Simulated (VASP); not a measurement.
Output of a VASP run:

**OSZICAR**
```
       N       E                     dE             d eps       ncg     rms          rms(c)
DAV:   1    -0.135114689625E+01   -0.13511E+01   -0.14031E+03   570   0.611E+02
DAV:   2    -0.667296750322E+01   -0.53218E+01   -0.53218E+01   840   0.691E+01
DAV:   3    -0.675501163208E+01   -0.82044E-01   -0.82044E-01   660   0.853E+00
DAV:   4    -0.675594447892E+01   -0.93285E-03   -0.93285E-03   816   0.656E-01
DAV:   5    -0.675594978869E+01   -0.53098E-05   -0.53098E-05   672   0.299E-02    0.285E+00
DAV:   6    -0.656174980050E+01    0.19420E+00   -0.17187E-01   678   0.180E+00    0.142E+00
DAV:   7    -0.649542814835E+01    0.66322E-01   -0.21417E-01   744   0.217E+00    0.210E-01
DAV:   8    -0.649632415032E+01   -0.89600E-03   -0.49735E-03   594   0.656E-01    0.500E-02
DAV:   9    -0.649625732904E+01    0.66821E-04   -0.31780E-04   834   0.104E-01    0.862E-03
DAV:  10    -0.649625673284E+01    0.59621E-06   -0.66004E-06   606   0.251E-02
   1 F= -.64962567E+01 E0= -.64962567E+01  d E =-.649626E+01
```

**OUTCAR**
```
------------------------ aborting loop because EDIFF is reached ----------------------------------------
  FORCE on cell =-STRESS in cart. coord.  units (eV):
  Direction    XX          YY          ZZ          XY          YZ          ZX
  --------------------------------------------------------------------------------------
  Total       -0.0000110     -0.0000110     -0.0000110      0.0000000     -0.0000000      0.0000000
  in kB       -0.0011846     -0.0011846     -0.0011846      0.0000000     -0.0000000      0.0000000
  external PRESSURE =      -0.0011846 kB  Pullay stress =       0.0000000 kB
  volume of cell :       14.85
      direct lattice vectors                 reciprocal lattice vectors
     0.000000000  1.950990019  1.950990019    -0.256280142  0.256280142  0.256280142
     1.950990019  0.000000000  1.950990019     0.256280142 -0.256280142  0.256280142
     1.950990019  1.950990019  0.000000000     0.256280142  0.256280142 -0.256280142
  FREE ENERGIE OF THE ION-ELECTRON SYSTEM (eV)
  ---------------------------------------------------
  free  energy   TOTEN  =        -6.4962567328 eV

  energy  without entropy=       -6.4962567328  energy(sigma->0) =       -6.49625673

 reached required accuracy - stopping structural energy minimisation
```
(Selected blocks of OUTCAR.)

POSCAR:
```
LiH
1
    0.0000000000     1.9509900194     1.9509900194
    1.9509900194     0.0000000000     1.9509900194
    1.9509900194     1.9509900194    -0.0000000000
Li H
1 1
Direct
  1.0000000000   1.0000000000   0.0000000000
  0.5000000000   0.5000000000   0.5000000000
```

Write an INCAR and KPOINTS that could have produced this output.

Several could match; the one computed here: the input of the run itself, LDA (Ceperley-Alder, Perdew-Zunger), plane waves, VASP's LDA PAW potentials (set 64).

File KPOINTS:
```
Automatic mesh
0
Gamma
10 10 10
0 0 0
```

INCAR:
```
# general
SYSTEM = LiH
PREC   = Accurate
ENCUT  = 520   # plane-wave cut-off (eV)
LREAL  = .False.
LASPH  = .True.   # aspherical one-centre terms

# electronic loop
EDIFF  = 1E-6   # SCF stop (eV)
NELM   = 100   # most electronic steps
ALGO   = Normal   # blocked Davidson

# smearing
ISMEAR = 0
SIGMA  = 0.05   # width (eV)

# ions
IBRION = 2   # conjugate gradients
NSW    = 60   # most ionic steps
ISIF   = 3   # ions, shape and volume
EDIFFG = -0.01   # ionic stop

# output
LWAVE  = .False.
LCHARG = .False.
```

POTCAR, in this order: Li_sv H (LDA.64 set). Program: vasp_std.

The compound is LiH in the rock salt structure. It was relaxed first, which changed the volume by -13 %. The start is the result of an earlier pass.
